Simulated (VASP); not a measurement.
```
CELL_PARAMETERS angstrom
      3.43161     0.00000     0.00000
      0.00000     3.43161     0.00000
      0.00000     0.00000     3.43161
ATOMIC_POSITIONS crystal
  Mn 0.00000 0.00000 0.00000
  Co 0.50000 0.50000 0.00000
  Co 0.00000 0.50000 0.50000
  Co 0.50000 0.00000 0.50000
```

The numbers are results of PBEsol GGA, VASP's PBE PAW potentials (set 64) (plane waves; VASP 6.6.1), not measurements. Numerical set-up: 400 eV cut-off, Gaussian smearing of 0.050 eV, potentials Mn_pv Co.

The run has a spin-polarised start.

Estimate the cell moment, band gap (along the path) with the smallest direct gap where there is one.

```yaml
band gap (along the path): none (metal, semimetal or under 0.01 eV)
cell_moment: 1.46 μB
```

Total energies compare only between runs with the same potentials, cut-off and functional.

The structure comes from a computed database's MnCo3 entry (Pm-3m); how it stands against other phases isn't given here. It was relaxed first, which changed the volume by -9 %.
